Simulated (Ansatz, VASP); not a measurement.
# Cross-check of HfZn between VASP and Ansatz

Wanted: the spread between two codes on one cell, functional and k mesh. The cell is taken from a series of runs on this material, whose earlier steps may have relaxed, scaled, displaced or heated it; both programs get it as it stands.

Calculated with Ansatz 0.2.0; plane waves, with VASP 6.6.1 beside it; relaxation of cell and atoms at PBEsol.

## 1. Starting point

Symmetry: Pm-3m, No. 221, cubic system. Conventional cell: a = 3.256 Å, b = 3.256 Å, c = 3.256 Å, α = 90.00°, β = 90.00°, γ = 90.00°. Hf has 8 Zn at 2.82 Å nearest. Zn has 8 Hf at 2.82 Å nearest. Farther neighbours are not listed.

## 2. Ansatz: relaxation of cell and atoms, PBEsol

Ansatz runs on its default PAW (the set named soft_2) files.

The relaxed volume is the usual yardstick between codes: in a stiff, nearly cubic crystal its relative difference is about their pressure difference at one cell divided by the bulk modulus.

Input file input.yaml:

```yaml
crystal:
  lattice:
    - [3.2562403533, 0.0, 0.0]
    - [0.0, 3.2562403533, 0.0]
    - [0.0, 0.0, 3.2562403533]
  atoms:
    - { symbol: Hf, position: [0.5, 0.5, 0.5] }
    - { symbol: Zn, position: [0.0, 0.0, 0.0] }
kpoints:
  mp_grid: { grid: [12, 12, 12] }
hamiltonian:
  xc: pbesol
scf:
  occupations: { method: methfessel_paxton, width: 0.15 }
output:
  forces: true
  stress: true
  eigenvalues: true
relax:
  adjacent_minimum: "off"
  f_tol: 0.001
  max_steps: 60
  cell: { stress_tol: 0.01 }
```

Run with:

```console
> ansatz run input.yaml --threads 2 --pin off --max-ram 5120MiB --backend cpu --events-out ev --progress --plain --runs-dir out
```

Numbers of over 12 decimals in the logs are rounded to 6 here.

Output:

```text
Engine: ansatz 0.2.0, x86_64-unknown-linux-gnu
Pseudopotentials: kind: paw
Pseudopotential: Hf, paw, valence charge 26, recommended cutoff 420 eV (normal), Hf.paw.azcp
Pseudopotential: Zn, paw, valence charge 12, recommended cutoff 420 eV (normal), Zn.paw.azcp
Functional definition: PBEsol
  exchange = pbesol_x
  correlation = pbesol_c
Crystal: 2 atoms, lattice volume = 34.526 Å³
Basis set: ecut = 420 eV, 691 PW (Γ), exchange–correlation on 48×48×48 points (8 copies of the dense FFT grid, shifted against one another)
Bands: 23, of which v1, the nominal top of the filled ones, is band 19 counted from 1 (18 counted from 0)
Symmetry: 48 space group operations
Space group: Pm-3m (ITA 221), of the structure as read, at distance tolerance 3.3e-5 Å
k-points: 84 of 1728
Non-local potential: Hf, projectors of the file, l = 0: 3, l = 1: 2, l = 2: 2, l = 3: 3
Non-local potential: Zn, projectors of the file, l = 0: 2, l = 1: 2, l = 2: 3, l = 3: 1
PAW form: soft (Blöchl's): semilocal exchange-correlation on the pseudo side does not see the compensation charge
PAW frozen core: Hf, regenerated for the run's functional, and the local potential with it (the file was generated under x = pbe(κ = 0.804, μ = 0.219515), c = pbe(β = 0.066725))
PAW frozen core: Zn, regenerated for the run's functional, and the local potential with it (the file was generated under x = pbe(κ = 0.804, μ = 0.219515), c = pbe(β = 0.066725))
PAW one-centre angular grid: Hf, 590 points (default); XC on 64 Gauss nodes
PAW one-centre angular grid: Zn, 590 points (default); XC on 64 Gauss nodes
Initial density: superposition of atomic densities (neutral atoms: chi_scale 0, normalization atom), corrected by the library's trained network
Initial wavefunctions: pseudopotential atomic-orbital guess
Functional: x = pbesol(κ = 0.804, μ = 0.123457), c = pbesol(β = 0.046)
SCF iter   1: F=—  HF=-18879.365507 eV  |F-HF|=—  |Δ(HF+E_count)|=         —  Δρ=2.33e-3  dr2=1.76e-3  ethr=1.77e-3  ⟨swp⟩=5.3  Hψ=7672  notcnv=0
preconditioner: auto → Kerker (q_TF=auto, 2.772 Å⁻¹)  [metal: Δε(μ)=0.084 eV  Ē_g=15.185 eV  σ=0.150 eV  W_gap=0.45  n_scr=18 (ndim 8)  ℏωp=37.9 eV  f_vac=0.000  D(μ)=0.33/eV (n_scr^D=0)]
SCF iter   2: F=—  HF=-18879.365367 eV  |F-HF|=—  |Δ(HF+E_count)|=   1.40e-4  S|Δr|=    0.00e0  Δρ=1.49e-3  dr2=3.51e-4  ethr=4.63e-6  ⟨swp⟩=2.4  Hψ=3798  notcnv=0
SCF iter   3: F=—  HF=-18879.365272 eV  |F-HF|=—  |Δ(HF+E_count)|=   9.56e-5  S|Δr|=    0.00e0  Δρ=7.86e-4  dr2=1.99e-4  ethr=9.25e-7  ⟨swp⟩=2.0  Hψ=2443  notcnv=0
SCF iter   4: F=—  HF=-18879.365258 eV  |F-HF|=—  |Δ(HF+E_count)|=   1.35e-5  S|Δr|=    0.00e0  Δρ=2.48e-4  dr2=2.24e-5  ethr=5.23e-7  ⟨swp⟩=2.0  Hψ=2285  notcnv=0
SCF iter   5: F=—  HF=-18879.365233 eV  |F-HF|=—  |Δ(HF+E_count)|=   2.52e-5  S|Δr|=    0.00e0  Δρ=7.90e-5  dr2=1.99e-6  ethr=5.89e-8  ⟨swp⟩=2.0  Hψ=3180  notcnv=0
SCF iter   6: F=—  HF=-18879.365233 eV  |F-HF|=—  |Δ(HF+E_count)|=   1.09e-7  S|Δr|=    0.00e0  Δρ=5.27e-5  dr2=7.01e-7  ethr=5.24e-9  ⟨swp⟩=2.1  Hψ=3306  notcnv=0
SCF iter   7: F=—  HF=-18879.365233 eV  |F-HF|=—  |Δ(HF+E_count)|=   3.22e-7  S|Δr|=    0.00e0  Δρ=1.16e-5  dr2=3.30e-8  ethr=2.63e-10  ⟨swp⟩=4.5  Hψ=9908  notcnv=0
SCF iter   8: F=-18879.365233 eV  HF=-18879.365233 eV  |F-HF|=4.29e-9  |Δ(HF+E_count)|=   2.51e-8  S|Δr|=    0.00e0  Δρ=1.85e-6  dr2=6.66e-10  ethr=8.70e-11  ⟨swp⟩=4.9  Hψ=7524  notcnv=0
SCF 1 converged in 8 iterations: F = -18879.365233 eV  dr2 = 6.66e-10
  greatest PAW one-centre occupation: 0.998 electrons in one spin orbital (limit 2), on the Hf atom at site 0 (counted from 0), in its partial waves of l = 3
relax step   1: F+E_penalty+E_count = -18879.36523273 eV  Δ(F+E_penalty+E_count) = +0.000e0 eV  max|allowed force component| = 8.388e-29 eV/Å  Δτ_max = 0.0000 Å  P = -0.020 GPa  Ω = 34.526 Å³  (8 SCF iters, dr2 threshold 1.00e-7 eV, accepted)
[...]
relax step   2: F+E_penalty+E_count = -18879.36523696 eV  Δ(F+E_penalty+E_count) = -4.220e-6 eV  max|allowed force component| = 1.091e-28 eV/Å  Δτ_max = 0.0000 Å  P = +0.026 GPa  Ω = 34.514 Å³  energy of the carried Pulay correction = +4.458e-6 eV  (6 SCF iters, dr2 threshold 1.04e-9 eV, rejected (line search))
[...]
relax step   3: F+E_penalty+E_count = -18879.36523503 eV  Δ(F+E_penalty+E_count) = -2.297e-6 eV  max|allowed force component| = 9.466e-30 eV/Å  Δτ_max = 0.0000 Å  P = -0.000 GPa  Ω = 34.521 Å³  energy of the carried Pulay correction = +1.940e-6 eV  (8 SCF iters, accepted)
[...]
relax step   4: F+E_penalty+E_count = -18879.36523503 eV  Δ(F+E_penalty+E_count) = +7.276e-12 eV  max|allowed force component| = 1.696e-28 eV/Å  Δτ_max = 0.0000 Å  P = -0.000 GPa  Ω = 34.521 Å³  stress off target by 1.33e-4 GPa  SCF on the basis re-selected at this cell (its energy is not comparable with the rows above)  (5 SCF iters)
basis re-selected at this cell: Δ(F+E_penalty+E_count) = +7.276e-12 eV, ΔP = -0.000 GPa vs the last step (what re-selecting the basis moved, of the pressure what is left beyond the Pulay correction that the steps carried, after the strain that the cell walked since its last selection, with what the two solves' SCF thresholds leave and, on support functions, any second-order correction that the steps lacked; it is no  [...]
SCF converged after 5 iterations
Stability not checked: this state was not tested for a lower state beside it, because cold or Methfessel-Paxton smearing, or corrected tetrahedra, fill the levels in a way that the test cannot read (fill_not_monotonic; see scf.lower_state_search)
Free energy (F): -18879.365235 eV
Harris-Foulkes:  -18879.365235 eV  (|F-HF|=7.28e-12)
Internal energy: -18879.366225 eV  (E = F + TS)
E sigma→0 (E₀):  -18879.365483 eV
Entropy (-TS):   0.000990 eV (0.495 meV/atom)
Fermi energy:    17.632226 eV
--- Per-component energies (eV) ---
  E_band       = 106.729502
  E_kinetic    = 556.627454
  E_local      = -6525.934428  (includes V_loc(G=0)·N_el)
  E_nonlocal   = -630.634145
  E_hartree    = 2995.910384
  E_xc         = -435.433530
  E_vxc        = -321.099790  (∫ρ·V_xc dr)
  E_paw        = -8590.897565  (= ΣΔE_a)
  E_vpaw       = 1035.950038  (= ΣTr[D̂ρ^β])
  E_aug_tail   = -0.000378  (compensation charges beyond the density's cutoff)
  E_ewald      = -6251.052463
  E_core_change = 2.048447  (= ΣΔE_core)
  E_smearing   = 0.000990  (= −TS)
  E_closure    = 0.000000  (closes the sum)
  Σ components = -18879.365235   (vs F -18879.365235, Δ=0.00e0)
--- Forces (eV/Å), atoms counted from 1 ---
  atom   1  Hf    -0.00000000     0.00000000     0.00000000
  atom   2  Zn     0.00000000    -0.00000000     0.00000000
  max |Σ_I F_I| component: 3.34e-28 eV/Å
--- Stress (GPa, compression-positive) ---
       -0.000133       0.000000       0.000000
        0.000000      -0.000133       0.000000
        0.000000       0.000000      -0.000133
  P = ⅓ Tr σ = -0.0001 GPa (-0.001 kbar)
--- Band table (eV; the first three rows and the last of 84) ---
  k-point 0: bands = [... 15 lower, 10.5089, 10.5089, 16.8069, 16.8069, 21.9752, 21.9752, 21.9752, 23.2156]
  k-point 1: bands = [... 15 lower, 10.5057, 10.5130, 16.8051, 16.8238, 21.3314, 21.3314, 21.9797, 22.7505]
  k-point 2: bands = [... 15 lower, 10.4970, 10.5241, 16.6796, 16.8718, 20.4259, 20.4259, 21.9919, 21.9932]
  k-point 83: bands = [... 15 lower, 10.7680, 14.6810, 14.6810, 14.6810, 18.2578, 23.3284, 23.3284, 23.3284]
--- Relaxed structure (3 steps of the walk, 2 accepted, 1 SCFs on fresh bases) ---
  F+E_penalty+E_count = -18879.36523503 eV   max|allowed force component| = 1.696e-28 eV/Å   (the final SCF, on the basis selected at the relaxed cell)
  cell:  # Å, volume = 34.5207 Å³
    - [3.256066, 0, 0.0]
    - [0, 3.256066, 0.0]
    - [0.0, 0.0, 3.256066]
  atoms:
    - { symbol: Hf, position: [0.500000, 0.500000, 0.500000] }
    - { symbol: Zn, position: [0, 0, 0.0] }
```

## 3. VASP: relaxation of cell and atoms, PBEsol

The same cell, functional, mesh and smearing now go to VASP, with its own data sets.

Lines of VASP's logs that name or quote its potential files are left out, and so is its time.

Input file INCAR:

```
SYSTEM = HfZn
PREC = Accurate
ENCUT = 500
EDIFF = 1E-07
NELM = 120
ISMEAR = 1
SIGMA = 0.15
LREAL = .FALSE.
ALGO = Normal
GGA = PS
NBANDS = 17
LASPH = .TRUE.
LORBIT = 11
LWAVE = .FALSE.
LCHARG = .FALSE.
ISIF = 3
IBRION = 2
NSW = 80
EDIFFG = -0.005
GGA_COMPAT = .FALSE.
NELMIN = 4
```

Input file POSCAR:

```
HfZn
1.0
    3.2562400000      0.0000000000      0.0000000000
    0.0000000000      3.2562400000      0.0000000000
    0.0000000000      0.0000000000      3.2562400000
Hf Zn
1 1
Direct
    0.5000000000      0.5000000000      0.5000000000
    0.0000000000      0.0000000000      0.0000000000
```

Input file KPOINTS:

```
Automatic mesh
0
Gamma
12 12 12
0 0 0
```

The projector-augmented-wave data sets are Hf_pv and Zn (PBE family, release 64).

Run with:

```console
> mpirun -np 1 vasp_std
```

Output:

```text
[banner, memory and clock lines left out]
running    1 mpi-ranks, on    1 nodes
 distrk:  each k-point on    1 cores,    1 groups
 distr:  one band on    1 cores,    1 groups

 POSCAR found type information on POSCAR HfZn
 POSCAR found :  2 types and       2 ions
|                                                                             |
|               ----> ADVICE to this user running VASP <----                  |
|                                                                             |
|     You enforced a specific xc type in the INCAR file but a different       |
|     [... a line on the potential file left out ...]
|     I HOPE YOU KNOW WHAT YOU ARE DOING!                                     |
|                                                                             |

 LDA part: xc-table for (Slater+PW92), standard interpolation
 POSCAR, INCAR and KPOINTS ok, starting setup
 FFT: planning ... GRIDC
 FFT: planning ... GRID_SOFT
 FFT: planning ... GRID
 WAVECAR not read
 entering main loop
       N       E                     dE             d eps       ncg     rms          rms(c)
DAV:   1     0.891260169571E+02    0.89126E+02   -0.11888E+04  2880   0.161E+03
DAV:   2    -0.920926494682E+01   -0.98335E+02   -0.95823E+02  3186   0.307E+02
DAV:   3    -0.131737798309E+02   -0.39645E+01   -0.39229E+01  3533   0.572E+01
DAV:   4    -0.132107477120E+02   -0.36968E-01   -0.36939E-01  3281   0.522E+00
DAV:   5    -0.132110659891E+02   -0.31828E-03   -0.31826E-03  3486   0.487E-01    0.481E+01
DAV:   6    -0.126450639304E+02    0.56600E+00   -0.17100E+00  3457   0.247E+01    0.280E+01
DAV:   7    -0.125814863474E+02    0.63578E-01   -0.10698E+00  3536   0.122E+01    0.580E+00
DAV:   8    -0.125322017783E+02    0.49285E-01   -0.20089E-01  3423   0.845E+00    0.128E+00
DAV:   9    -0.125270866391E+02    0.51151E-02   -0.47903E-02  3076   0.159E+00    0.667E-01
DAV:  10    -0.125269220845E+02    0.16455E-03   -0.16866E-03  3173   0.330E-01    0.120E-01
DAV:  11    -0.125269290502E+02   -0.69657E-05   -0.44693E-05  3669   0.653E-02    0.909E-02
DAV:  12    -0.125269285417E+02    0.50850E-06   -0.69603E-06  3527   0.208E-02    0.817E-03
DAV:  13    -0.125269285110E+02    0.30757E-07   -0.34292E-07  3031   0.489E-03
   1 F= -.12526929E+02 E0= -.12527231E+02  d E =-.125269E+02
 curvature:   0.00 expect dE= 0.000E+00 dE for cont linesearch  0.000E+00
 trial: gam= 0.00000 g(F)=  0.000E+00 g(S)=  0.165E-03 ort = 0.000E+00 (trialstep = 0.100E+01)
 search vector abs. value=  0.165E-03
 bond charge predicted
       N       E                     dE             d eps       ncg     rms          rms(c)
DAV:   1    -0.125296935658E+02   -0.27650E-02   -0.35847E-02  3456   0.289E+00    0.524E-01
DAV:   2    -0.125273894033E+02    0.23042E-02   -0.97853E-03  3251   0.196E+00    0.145E-01
DAV:   3    -0.125270352989E+02    0.35410E-03   -0.94530E-04  3582   0.443E-01    0.790E-02
DAV:   4    -0.125269437424E+02    0.91556E-04   -0.12019E-04  3628   0.140E-01    0.466E-02
DAV:   5    -0.125269361835E+02    0.75589E-05   -0.66531E-06  3502   0.250E-02    0.288E-02
DAV:   6    -0.125269328700E+02    0.33135E-05   -0.32482E-06  4207   0.226E-02    0.180E-03
DAV:   7    -0.125269328991E+02   -0.29130E-07   -0.43795E-07  2869   0.579E-03
   2 F= -.12526933E+02 E0= -.12527237E+02  d E =-.438818E-05
 trial-energy change:   -0.000004  1 .order   -0.000004   -0.000165    0.000157
 step:   0.5147(harm=  0.5115)  dis= 0.00000  next Energy=   -12.526971 (dE=-0.425E-04)
 bond charge predicted
       N       E                     dE             d eps       ncg     rms          rms(c)
DAV:   1    -0.125276229883E+02   -0.69012E-03   -0.84652E-03  3443   0.141E+00    0.254E-01
DAV:   2    -0.125270803164E+02    0.54267E-03   -0.22471E-03  3256   0.920E-01    0.703E-02
DAV:   3    -0.125269971058E+02    0.83211E-04   -0.21171E-04  3530   0.205E-01    0.385E-02
DAV:   4    -0.125269750115E+02    0.22094E-04   -0.27741E-05  3633   0.679E-02    0.230E-02
DAV:   5    -0.125269730171E+02    0.19944E-05   -0.15512E-06  3423   0.120E-02    0.142E-02
DAV:   6    -0.125269720117E+02    0.10054E-05   -0.72870E-07  3504   0.109E-02    0.854E-04
DAV:   7    -0.125269720282E+02   -0.16487E-07   -0.12834E-07  2017   0.360E-03
   3 F= -.12526972E+02 E0= -.12527275E+02  d E =-.435172E-04
 curvature:  -0.26 expect dE=-0.352E-06 dE for cont linesearch -0.352E-06
 trial: gam= 0.00000 g(F)=  0.235E-66 g(S)=  0.138E-05 ort =-0.151E-04 (trialstep = 0.903E+00)
 search vector abs. value=  0.138E-05
 reached required accuracy - stopping structural energy minimisation
```

OUTCAR, selected parts (step 3):

```text
ion  position               nearest neighbor table
   1  0.500  0.500  0.500-   2 2.82   2 2.82   2 2.82   2 2.82   2 2.82   2 2.82   2 2.82   2 2.82

  LATTYP: Found a simple cubic cell.
 ALAT       =     3.2562400000

 Subroutine GETGRP returns: Found 48 space group operations
 (whereof 48 operations were pure point group operations)

The static configuration has the point symmetry O_h .

 Found     84 irreducible k-points:

   k-points           NKPTS =     84   k-points in BZ     NKDIM =     84   number of bands    NBANDS=     17

   dimension x,y,z NGX =    24 NGY =   24 NGZ =   24
   dimension x,y,z NGXF=    48 NGYF=   48 NGZF=   48

   ENCUT  =  500.0 eV  36.75 Ry    6.06 a.u.   5.94  5.94  5.94*2*pi/ulx,y,z

   NELECT =      22.0000    total number of electrons

 k-points in reciprocal lattice and weights: Automatic mesh
   0.00000000  0.00000000  0.00000000       0.001
   0.08333333  0.00000000  0.00000000       0.003
   0.16666667  0.00000000  0.00000000       0.003
   0.25000000  0.00000000  0.00000000       0.003
   0.33333333  0.00000000  0.00000000       0.003
   0.41666667  0.00000000  0.00000000       0.003
   0.50000000  0.00000000  0.00000000       0.002
   0.08333333  0.08333333  0.00000000       0.007
   0.16666667  0.08333333  0.00000000       0.014
[...]
0.50000000  0.50000000  0.41666667       0.003
   0.50000000  0.50000000  0.50000000       0.001

 average (electrostatic) potential at core
       1 -37.5813       2 -34.8913

 E-fermi :   4.4358

 k-point     1 :       0.0000    0.0000    0.0000
  band No.  band energies     occupation
    ...
      7      -2.7311      2.00000
      8      -2.7311      2.00000
      9      -2.7311      2.00000
     10       3.6039      2.00000
     11       3.6039      2.00000
     12       8.7894      0.00000
     13       8.7894      0.00000
     14       8.7894      0.00000
     15      10.0276      0.00000
     16      10.0276      0.00000
    ...

 k-point     2 :       0.0833    0.0000    0.0000
  band No.  band energies     occupation
    ...
      7      -2.7348      2.00000
      8      -2.7348      2.00000
      9      -2.7278      2.00000
     10       3.6025      2.00000
     11       3.6217      2.00000
     12       8.1427      0.00000
     13       8.1427      0.00000
     14       8.7946      0.00000
     15       9.5581      0.00000
     16      10.7630      0.00000
    ...

 k-point     3 :       0.1667    0.0000    0.0000
  band No.  band energies     occupation
    ...
      7      -2.7448      2.00000
      8      -2.7448      2.00000
      9      -2.7186      2.00000
     10       3.4782      2.00000
     11       3.6720      2.00000
     12       7.2360     -0.00000
     13       7.2360     -0.00000
     14       8.7938      0.00000
     15       8.8092      0.00000
     16      11.9426      0.00000
    ...

  Total        0.0043641      0.0043641      0.0043641     -0.0000000      0.0000000     -0.0000000
  in kB        0.2028727      0.2028727      0.2028727     -0.0000000      0.0000000     -0.0000000
  external PRESSURE =       0.2028727 kB  Pullay stress =       0.0000000 kB

  energy-cutoff  :      500.00
  volume of cell :       34.46
      direct lattice vectors                 reciprocal lattice vectors
     3.254311772 -0.000000000  0.000000000     0.307284633 -0.000000000  0.000000000
     0.000000000  3.254311772 -0.000000000     0.000000000  0.307284633  0.000000000
    -0.000000000 -0.000000000  3.254311772    -0.000000000  0.000000000  0.307284633

 POSITION                                       TOTAL-FORCE (eV/Angst)
 -----------------------------------------------------------------------------------
      1.62716      1.62716      1.62716         0.000000     -0.000000      0.000000
      0.00000      0.00000      0.00000        -0.000000      0.000000      0.000000
 -----------------------------------------------------------------------------------
    total drift:                                0.000000      0.000000     -0.000000

  FREE ENERGIE OF THE ION-ELECTRON SYSTEM (eV)
  ---------------------------------------------------
  free  energy   TOTEN  =       -12.5269720282 eV

  energy  without entropy=      -12.5278822565  energy(sigma->0) =      -12.52727544

 reached required accuracy - stopping structural energy minimisation

 total charge
# of ion       s       p       d       tot
------------------------------------------
    1        0.331   6.420   1.595   8.347
    2        0.672   0.589   9.691  10.952
--------------------------------------------------
tot          1.004   7.009  11.286  19.299

[... 3 further parts left out ...]
```

CONTCAR:

```
HfZn
   1.00000000000000
     3.2543117722663584   -0.0000000000000000    0.0000000000000000
     0.0000000000000000    3.2543117722663584   -0.0000000000000000
    -0.0000000000000000   -0.0000000000000000    3.2543117722663584
  Hf              Zn
     1     1
Direct
     0.5000000000000000    0.5000000000000000    0.5000000000000000
     0.0000000000000000    0.0000000000000000    0.0000000000000000
```

Harder data sets than Hf_pv exist (the GW ones), and pressures, volumes and forces can shift noticeably with them.

## 4. Differences

Known differences besides the potentials themselves: the data sets hold 38 valence electrons in Ansatz (on its default PAW (the set named soft_2) files) and 22 in VASP; the cutoff is 420 eV in Ansatz and 500 eV in VASP; Ansatz makes its cores anew for this functional, VASP keeps those of its PBE data sets; Ansatz adds a Pulay correction to the stress that steers its cell, VASP none. Total energies have different zeros and are not compared.

The two programs side by side:

| quantity | Ansatz | VASP | difference |
| --- | --- | --- | --- |
| volume (Å³) | 34.52 | 34.46 | +0.16 % |
| edge a after relaxation, in the typed setting (Å) | 3.256 | 3.254 | +0.06 % |

## 5. Summary of results

```yaml
difference_in_volume_relaxation_of_cell_and_atoms_pbesol: 0.16 %
```

In words: The difference in volume is 0.16 % (relaxation of cell and atoms, PBEsol), within the 1.2 % picked in this series as the mark of a large difference, as far as the stopping tolerances let one tell. The data sets hold unlike numbers of valence electrons (38 in Ansatz and 22 in VASP), so part of the differences comes from the potentials. 1 further run of this series is not shown here. How closely two codes agree says nothing of how well the functional describes the real material.

[Lines on the potential files, build, host, timing and source positions are cut from VASP's logs without a mark.]

[Logs are printed without paths, hosts, clocks, repeated set-up lines and the standing remarks that a program may print on its own settings, such as how far it seeks lower states.]

[Hosts, paths, dates, database ids (printed as entryN), source tags and the programs' standing remarks are cut or masked in the printed files.]
